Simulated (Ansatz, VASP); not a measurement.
# GaNi3 (GaNi3 (Pm-3m)): VASP beside Ansatz, part 2 of 2

Aim: how closely do two programs agree when they are given the same cell, functional and k mesh? The cell is taken from a series of runs on this material, whose earlier steps may have relaxed, scaled, displaced or heated it; both programs get it as it stands.

VASP 6.6.1 and Ansatz 0.2.0.

So far: Starting point; Ansatz: relaxation of cell and atoms, r2SCAN.

## (3) VASP: relaxation of cell and atoms, r2SCAN

Level of this step: r2SCAN, spin-polarised from a ferromagnetic start; plane waves and PAW (Ga_d, Ni) (VASP).

The same cell, functional, mesh and smearing now go to VASP, with its own data sets.

Lines of VASP's logs that name or quote its potential files are left out, and so is its time.

File INCAR:

```
SYSTEM = GaNi3
PREC = Accurate
ENCUT = 660
EDIFF = 1E-07
NELM = 200
ISMEAR = -1
SIGMA = 0.05
LREAL = .FALSE.
ALGO = Normal
METAGGA = R2SCAN
LASPH = .TRUE.
NBANDS = 30
ISPIN = 2
MAGMOM = -0.03 0.37 0.37 0.37
LMAXMIX = 4
LORBIT = 11
LWAVE = .FALSE.
LCHARG = .FALSE.
ISIF = 3
IBRION = 2
NSW = 80
EDIFFG = -0.005
GGA_COMPAT = .FALSE.
NELMIN = 4
LMIXTAU = .TRUE.
KPAR = 2
```

File POSCAR:

```
GaNi3
1.0
    3.5365380000      0.0000000000      0.0000000000
    0.0000000000      3.5365380000      0.0000000000
    0.0000000000      0.0000000000      3.5365380000
Ga Ni
1 3
Direct
    0.0000000000      0.0000000000      0.0000000000
    0.5000000000      0.0000000000      0.5000000000
    0.0000000000      0.5000000000      0.5000000000
    0.5000000000      0.5000000000      0.0000000000
```

File KPOINTS:

```
Automatic mesh
0
Gamma
11 11 11
0 0 0
```

Potentials, in the order of the species: Ga_d and Ni (PBE family, release 64).

Command:

```bash
$ mpirun -np 2 vasp_std
```

Numbers of over 12 decimals in the logs are rounded to 6 here.

The log of the run:

```text
[banner, memory and clock lines left out]
running    2 mpi-ranks, on    1 nodes
 distrk:  each k-point on    1 cores,    2 groups
 distr:  one band on    1 cores,    1 groups

 POSCAR found type information on POSCAR GaNi
 POSCAR found :  2 types and       4 ions
|                                                                             |
|               ----> ADVICE to this user running VASP <----                  |
|                                                                             |
|     You enforced a specific xc type in the INCAR file but a different       |
|     [... a line on the potential file left out ...]
|     I HOPE YOU KNOW WHAT YOU ARE DOING!                                     |
|                                                                             |

 LDA part: xc-table for (None), standard interpolation
 POSCAR, INCAR and KPOINTS ok, starting setup
 FFT: planning ... GRIDC
 FFT: planning ... GRID_SOFT
 FFT: planning ... GRID
 WAVECAR not read
 entering main loop
       N       E                     dE             d eps       ncg     rms          rms(c)
DAV:   1     0.274766833965E+03    0.27477E+03   -0.23576E+04  7488   0.292E+03
DAV:   2    -0.272931244062E+02   -0.30206E+03   -0.28764E+03  6738   0.470E+02
DAV:   3    -0.561590054395E+02   -0.28866E+02   -0.28199E+02  7134   0.155E+02
DAV:   4    -0.567649874558E+02   -0.60598E+00   -0.60530E+00  7720   0.242E+01
DAV:   5    -0.567827934722E+02   -0.17806E-01   -0.17805E-01  9566   0.338E+00    0.184E+01
DAV:   6    -0.530920005605E+02    0.36908E+01   -0.47999E+01  7500   0.102E+02    0.204E+01
DAV:   7    -0.484000554877E+02    0.46919E+01   -0.16884E+01  7692   0.554E+01    0.314E+00
DAV:   8    -0.484636453048E+02   -0.63590E-01   -0.77375E-01  8154   0.888E+00    0.252E+00
DAV:   9    -0.484253133691E+02    0.38332E-01   -0.27879E-01  7456   0.685E+00    0.538E-01
DAV:  10    -0.484423402941E+02   -0.17027E-01   -0.19559E-02  9118   0.129E+00    0.287E-01
DAV:  11    -0.484426909440E+02   -0.35065E-03   -0.45813E-03  7454   0.912E-01    0.181E-01
DAV:  12    -0.484428855289E+02   -0.19458E-03   -0.10249E-03  9374   0.465E-01    0.757E-02
DAV:  13    -0.484428707572E+02    0.14772E-04   -0.11634E-04  7540   0.108E-01    0.547E-02
DAV:  14    -0.484428725968E+02   -0.18396E-05   -0.50432E-05  9510   0.944E-02    0.100E-02
DAV:  15    -0.484428725927E+02    0.41209E-08   -0.72330E-06  8238   0.252E-02    0.284E-03
DAV:  16    -0.484428717283E+02    0.86442E-06   -0.49900E-07  8202   0.584E-03    0.987E-04
DAV:  17    -0.484428711205E+02    0.60777E-06   -0.55501E-08  4260   0.226E-03    0.559E-04
DAV:  18    -0.484428708570E+02    0.26347E-06   -0.17399E-08  3930   0.134E-03    0.224E-04
DAV:  19    -0.484428707453E+02    0.11172E-06   -0.59598E-09  3816   0.847E-04    0.175E-04
DAV:  20    -0.484428707457E+02   -0.42110E-09   -0.25736E-09  3762   0.529E-04
   1 F= -.48442871E+02 E0= -.48433030E+02  d E =-.484429E+02  mag=     0.9245
 curvature:   0.00 expect dE= 0.000E+00 dE for cont linesearch  0.000E+00
 trial: gam= 0.00000 g(F)=  0.000E+00 g(S)=  0.939E-03 ort = 0.000E+00 (trialstep = 0.100E+01)
 search vector abs. value=  0.939E-03
 bond charge predicted
       N       E                     dE             d eps       ncg     rms          rms(c)
DAV:   1    -0.484684151163E+02   -0.25544E-01   -0.24224E-01  6732   0.716E+00    0.136E+00
DAV:   2    -0.484612996052E+02    0.71155E-02   -0.19801E-01  7800   0.637E+00    0.108E+00
DAV:   3    -0.484439527218E+02    0.17347E-01   -0.58030E-02  7780   0.382E+00    0.258E-01
DAV:   4    -0.484429036439E+02    0.10491E-02   -0.16201E-03  8238   0.425E-01    0.925E-02
DAV:   5    -0.484428238349E+02    0.79809E-04   -0.14800E-04  8122   0.143E-01    0.341E-02
DAV:   6    -0.484428144512E+02    0.93837E-05   -0.27446E-05  9402   0.526E-02    0.153E-02
DAV:   7    -0.484428229459E+02   -0.84947E-05   -0.13276E-05  7542   0.486E-02    0.753E-03
DAV:   8    -0.484428257700E+02   -0.28241E-05   -0.14066E-06  7344   0.145E-02    0.177E-03
DAV:   9    -0.484428267379E+02   -0.96793E-06   -0.17663E-07  5374   0.491E-03    0.625E-04
DAV:  10    -0.484428267401E+02   -0.21846E-08   -0.32073E-08  3792   0.212E-03
   2 F= -.48442827E+02 E0= -.48432963E+02  d E =0.440056E-04  mag=     0.9275
 trial-energy change:    0.000044  1 .order    0.000003   -0.000939    0.000946
 step:   0.4660(harm=  0.4983)  dis= 0.00000  next Energy=   -48.443085 (dE=-0.215E-03)
 bond charge predicted
       N       E                     dE             d eps       ncg     rms          rms(c)
DAV:   1    -0.484503449372E+02   -0.75182E-02   -0.69084E-02  6732   0.379E+00    0.724E-01
DAV:   2    -0.484483415977E+02    0.20033E-02   -0.54937E-02  7808   0.341E+00    0.579E-01
DAV:   3    -0.484434037823E+02    0.49378E-02   -0.16303E-02  7750   0.204E+00    0.135E-01
DAV:   4    -0.484431205490E+02    0.28323E-03   -0.45861E-04  8124   0.225E-01    0.509E-02
DAV:   5    -0.484430989260E+02    0.21623E-04   -0.43570E-05  8106   0.797E-02    0.190E-02
DAV:   6    -0.484430917988E+02    0.71272E-05   -0.93568E-06  9776   0.315E-02    0.865E-03
DAV:   7    -0.484430875106E+02    0.42882E-05   -0.49983E-06  7372   0.309E-02    0.427E-03
DAV:   8    -0.484430863558E+02    0.11548E-05   -0.58621E-07  7354   0.102E-02    0.915E-04
DAV:   9    -0.484430859637E+02    0.39214E-06   -0.61413E-08  3900   0.302E-03    0.363E-04
DAV:  10    -0.484430859410E+02    0.22662E-07   -0.13023E-08  3642   0.135E-03
   3 F= -.48443086E+02 E0= -.48433235E+02  d E =-.215195E-03  mag=     0.9259
 curvature:  -0.25 expect dE=-0.507E-06 dE for cont linesearch -0.507E-06
 trial: gam=-0.04448 g(F)=  0.119E-65 g(S)=  0.205E-05 ort = 0.438E-04 (trialstep = 0.893E+00)
 search vector abs. value=  0.455E-08
 reached required accuracy - stopping structural energy minimisation
```

From OUTCAR (step 3):

```text
ion  position               nearest neighbor table
   1  0.000  0.000  0.000-   2 2.50   3 2.50   4 2.50   2 2.50   3 2.50   3 2.50   4 2.50   3 2.50
                             2 2.50   4 2.50   2 2.50   4 2.50
   2  0.500  0.000  0.500-   1 2.50   3 2.50   4 2.50   1 2.50   4 2.50   3 2.50   4 2.50   4 2.50
                             1 2.50   3 2.50   1 2.50   3 2.50
   3  0.000  0.500  0.500-   1 2.50   2 2.50   4 2.50   1 2.50   4 2.50   1 2.50   2 2.50   1 2.50
                             2 2.50   4 2.50   4 2.50   2 2.50
   4  0.500  0.500  0.000-   1 2.50   2 2.50   3 2.50   2 2.50   3 2.50   1 2.50   2 2.50   2 2.50
                             1 2.50   3 2.50   3 2.50   1 2.50

  LATTYP: Found a simple cubic cell.
 ALAT       =     3.5365380000

 Subroutine GETGRP returns: Found 48 space group operations
 (whereof 48 operations were pure point group operations)

The static configuration has the point symmetry O_h .

 Found     56 irreducible k-points:

   k-points           NKPTS =     56   k-points in BZ     NKDIM =     56   number of bands    NBANDS=     30

   dimension x,y,z NGX =    30 NGY =   30 NGZ =   30
   dimension x,y,z NGXF=    60 NGYF=   60 NGZF=   60

   ENCUT  =  660.0 eV  48.51 Ry    6.96 a.u.   7.41  7.41  7.41*2*pi/ulx,y,z

   NELECT =      43.0000    total number of electrons

 k-points in reciprocal lattice and weights: Automatic mesh
   0.00000000  0.00000000  0.00000000       0.001
   0.09090909  0.00000000  0.00000000       0.005
   0.18181818  0.00000000  0.00000000       0.005
   0.27272727  0.00000000  0.00000000       0.005
   0.36363636  0.00000000  0.00000000       0.005
   0.45454545  0.00000000  0.00000000       0.005
   0.09090909  0.09090909  0.00000000       0.009
   0.18181818  0.09090909  0.00000000       0.018
   0.27272727  0.09090909  0.00000000       0.018
[...]
0.45454545  0.45454545  0.36363636       0.018
   0.45454545  0.45454545  0.45454545       0.006

 average (electrostatic) potential at core
       1 -65.3522       2 -87.0546       3 -87.0546       4 -87.0546

 E-fermi :   9.3495

 spin component 1
 k-point     1 :       0.0000    0.0000    0.0000
  band No.  band energies     occupation
    ...
     17       8.5276      1.00000
     18       8.8301      0.99997
     19       8.9417      0.99971
     20       8.9417      0.99971
     21       8.9417      0.99971
     22       9.9005      0.00002
     23       9.9005      0.00002
     24       9.9005      0.00002
     25      15.6125      0.00000
     26      17.0673      0.00000
    ...

 k-point     2 :       0.0909    0.0000    0.0000
  band No.  band energies     occupation
    ...
     17       8.5269      1.00000
     18       8.7134      1.00000
     19       8.7134      1.00000
     20       8.7928      0.99999
     21       8.9418      0.99971
     22       9.4447      0.12956
     23      10.3195      0.00000
     24      10.3195      0.00000
     25      15.8557      0.00000
     26      17.0747      0.00000
    ...

 k-point     3 :       0.1818    0.0000    0.0000
  band No.  band energies     occupation
    ...
     18       8.4072      1.00000
     19       8.5186      1.00000
     20       8.6882      1.00000
     21       8.6972      1.00000
     22       8.9421      0.99971
     23      11.1482      0.00000
     24      11.1482      0.00000
     25      16.1090      0.00000
     26      17.0975      0.00000
     27      19.2023      0.00000
    ...

 k-point     4 :       0.2727    0.0000    0.0000
  band No.  band energies     occupation
    ...
     18       8.1535      1.00000
     19       8.3248      1.00000
     20       8.4395      1.00000
     21       8.5869      1.00000
     22       8.9424      0.99971
     23      12.1524      0.00000
     24      12.1524      0.00000
     25      16.2941      0.00000
     26      17.1353      0.00000
     27      19.0605      0.00000
    ...

 k-point     5 :       0.3636    0.0000    0.0000
  band No.  band energies     occupation
    ...
     18       7.9501      1.00000
     19       8.0822      1.00000
     20       8.2375      1.00000
     21       8.5687      1.00000
     22       8.9427      0.99971
     23      13.2716      0.00000
     24      13.2716      0.00000
     25      16.4953      0.00000
     26      17.1814      0.00000
     27      17.5727      0.00000
    ...

 k-point     6 :       0.4545    0.0000    0.0000
  band No.  band energies     occupation
    ...
     18       7.8283      1.00000
     19       7.9240      1.00000
     20       8.0596      1.00000
     21       8.5671      1.00000
     22       8.9428      0.99971
     23      14.3939      0.00000
     24      14.3939      0.00000
     25      16.2577      0.00000
     26      16.2577      0.00000
     27      16.6822      0.00000
    ...

  Total        0.0075184      0.0075184      0.0075184      0.0000000      0.0000000     -0.0000000
  in kB        0.2715937      0.2715937      0.2715937      0.0000000      0.0000000     -0.0000000
  external PRESSURE =       0.2715937 kB  Pullay stress =       0.0000000 kB

  energy-cutoff  :      660.00
  volume of cell :       44.35
      direct lattice vectors                 reciprocal lattice vectors
     3.539740469 -0.000000000 -0.000000000     0.282506587  0.000000000 -0.000000000
    -0.000000000  3.539740469 -0.000000000     0.000000000  0.282506587  0.000000000
     0.000000000 -0.000000000  3.539740469     0.000000000  0.000000000  0.282506587

 POSITION                                       TOTAL-FORCE (eV/Angst)
 -----------------------------------------------------------------------------------
      0.00000      0.00000      0.00000         0.000000     -0.000000      0.000000
      1.76987     -0.00000      1.76987         0.000000     -0.000000      0.000000
     -0.00000      1.76987      1.76987        -0.000000     -0.000000      0.000000
      1.76987      1.76987     -0.00000         0.000000      0.000000      0.000000
 -----------------------------------------------------------------------------------
    total drift:                                0.000000      0.000000     -0.000000

  FREE ENERGIE OF THE ION-ELECTRON SYSTEM (eV)
  ---------------------------------------------------
  free  energy   TOTEN  =       -48.4430859410 eV

  energy  without entropy=      -48.4233836067  energy(sigma->0) =      -48.43323477

 reached required accuracy - stopping structural energy minimisation

 total charge
# of ion       s       p       d       tot
------------------------------------------
    1        0.859   0.875  10.062  11.796
    2        0.493   0.540   8.400   9.433
    3        0.493   0.540   8.400   9.433
    4        0.493   0.540   8.400   9.433
--------------------------------------------------
tot          2.340   2.494  35.262  40.095

 magnetization (x)
# of ion       s       p       d       tot
------------------------------------------
    1        0.001  -0.027  -0.010  -0.037
    2       -0.007  -0.023   0.371   0.341
    3       -0.007  -0.023   0.371   0.341
    4       -0.007  -0.023   0.371   0.341
--------------------------------------------------
tot         -0.022  -0.097   1.104   0.985

[... 6 further parts left out ...]
```

The magnetic state follows from one typed start and may not be the lowest. SCAN-type functionals tend to overstate the moments of itinerant magnets. The run keeps the 48 symmetry operations of its start, so it cannot find a distortion of lower symmetry.

## (4) Differences

Known differences besides the potentials themselves: VASP starts from the moments at which Ansatz ended; VASP keeps PBE cores, Ansatz makes them for the functional; the data sets hold 67 valence electrons in Ansatz (on its PAW soft_1 files) and 43 in VASP; the cutoff is 500 eV in Ansatz and 660 eV in VASP; Ansatz adds a Pulay correction to the stress that steers its cell, VASP none; site moments are counted in spheres of each program's own size. Total energies have different zeros and are not compared.

Both answers:

```csv
quantity,Ansatz,VASP,difference
volume (Å³),44.37,44.35,+0.05 %
"edge a after relaxation, in the typed setting (Å)",3.540,3.540,+0.02 %
total moment (μB),0.95,0.93,+0.02
moment on Ni2 (μB),0.37,0.34,+0.03
moment on Ni3 (μB),0.37,0.34,+0.03
moment on Ni4 (μB),0.37,0.34,+0.03
```

## (5) Summary of results

```
difference in volume (relaxation of cell and atoms, r2SCAN) : 0.046 %
```

**Reading.** The difference in volume is 0.046 % (relaxation of cell and atoms, r2SCAN), within the 1.2 % picked in this series as the mark of a large difference, as far as the stopping tolerances let one tell. The data sets hold unlike numbers of valence electrons (67 in Ansatz and 43 in VASP), so part of the differences comes from the potentials. How closely two codes agree says nothing of how well the functional describes the real material.

[Lines on the potential files, build, host, timing and source positions are cut from VASP's logs without a mark.]

[Logs are printed without paths, hosts, clocks, repeated set-up lines and the standing remarks that a program may print on its own settings, such as how far it seeks lower states.]

[Hosts, paths, dates, database ids (printed as entryN), source tags and the programs' standing remarks are cut or masked in the printed files.]
